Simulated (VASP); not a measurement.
Here is the system:

```
MoSSe
1.0
    3.18139     0.00000     0.00000
   -1.59070     2.75517     0.00000
    0.00000     0.00000    20.87589
Mo Se S
2 2 2
Direct
  0.33333   0.66667   0.15327
  0.66667   0.33333   0.44858
  0.33333   0.66667   0.52922
  0.33333   0.66667   0.36777
  0.66667   0.33333   0.07994
  0.66667   0.33333   0.22681
```

The numbers are results of LDA (Ceperley-Alder, Perdew-Zunger) with spin-orbit coupling, VASP's LDA PAW potentials (set 64) (plane waves; VASP 6.6.1), not measurements. Run with 400 eV cut-off, 7×7×1 Γ-centred mesh, Gaussian smearing of 0.050 eV, potentials Mo_sv Se S.

The cell holds a wide vacuum, so values per volume refer to the whole cell.

**Question.** Give the energies of bands 47 to 60 at the high-symmetry points, in eV from the valence-band maximum.

**Answer.** 
```
band      Γ      M      K      A      L      H
----  -----  -----  -----  -----  -----  -----
47    -0.96  -1.34  -2.41  -0.96  -1.34  -2.41
48    -0.96  -1.34  -2.39  -0.96  -1.34  -2.39
49    -0.84  -0.92  -0.85  -0.84  -0.92  -0.85
50    -0.84  -0.92  -0.71  -0.84  -0.92  -0.71
51     0.00  -0.46  -0.20   0.00  -0.46  -0.20
52     0.00  -0.46  -0.03   0.00  -0.46  -0.03
53     2.02   1.51   0.88   2.02   1.51   0.88
54     2.02   1.51   0.88   2.02   1.51   0.88
55     2.10   2.04   1.75   2.10   2.04   1.75
56     2.10   2.04   1.76   2.10   2.04   1.76
57     2.40   2.19   2.00   2.40   2.19   2.00
58     2.40   2.19   2.04   2.40   2.19   2.04
59     2.40   2.50   2.67   2.40   2.50   2.67
60     2.40   2.50   2.68   2.40   2.50   2.68
```

The gap is indirect, 0.88 eV, from the valence maximum at Γ to the conduction minimum at K.

The cell is a sheet with vacuum, built from a database entry that may be metastable or hypothetical.
